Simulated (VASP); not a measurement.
Given:

```yaml
crystal:
  lattice:
    - [0.00000, 3.02256, 3.02256]
    - [3.02256, 0.00000, 3.02256]
    - [3.02256, 3.02256, 0.00000]
  atoms:
    - { symbol: Mo, position: [0.00000, 0.00000, 0.00000] }
    - { symbol: Ge, position: [0.25000, 0.25000, 0.25000] }
    - { symbol: Ge, position: [0.75000, 0.75000, 0.75000] }
```

The numbers are results of r2SCAN meta-GGA, VASP's PBE PAW potentials (set 64) (plane waves; VASP), not measurements. Run with 400 eV cut-off, 10×10×10 Γ-centred mesh, tetrahedra with Blöchl corrections, potentials Mo_sv Ge_d.

Problem. Estimate the energy per atom (σ→0), band gap (over mesh and band path) with the smallest direct gap where there is one.

Solution. 
* **band gap (over mesh and band path)**: none (metal, semimetal or under 0.01 eV)
* **energy per atom (σ→0)**: -17.394 eV/atom

Total energies compare only between runs with the same potentials, cut-off and functional.

The structure was generated: Ge2Mo was put into the fluorite type (Fm-3m), which need not be its known phase. It was relaxed first, which changed the volume by -10 %.
